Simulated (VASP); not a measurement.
```yaml
crystal:
  lattice:
    - [1.61870, -2.80366, 0.00000]
    - [1.61870, 2.80366, 0.00000]
    - [0.00000, 0.00000, 5.11800]
  atoms:
    - { symbol: Mg, position: [0.33333, 0.66667, 0.25000] }
    - { symbol: Mg, position: [0.66667, 0.33333, 0.75000] }
```

Computed with PBE GGA with D4 dispersion, VASP's PBE PAW potentials (set 64) (plane waves; VASP). Numerical set-up: 520 eV cut-off, Gaussian smearing of 0.050 eV, potentials Mg.

Question: Give the energies of bands 1 to 5 at the high-symmetry points, in eV from the Fermi level.

Answer: 
| band | Γ | M | K | A | L | H |
|---|---|---|---|---|---|---|
| 1 | -6.91 | -2.25 | -0.74 | -5.48 | -1.15 | 0.11 |
| 2 | -1.56 | -2.22 | -0.74 | -5.48 | -1.15 | 0.11 |
| 3 | -1.03 | 2.65 | -0.71 | 5.37 | -0.52 | 0.62 |
| 4 | 10.56 | 3.04 | 4.08 | 5.37 | -0.52 | 0.62 |
| 5 | 10.57 | 3.40 | 4.08 | 11.33 | 7.74 | 1.39 |

It has no gap at this level: it comes out as a metal or semimetal.

The compound is Mg in the hcp structure. It was relaxed first.
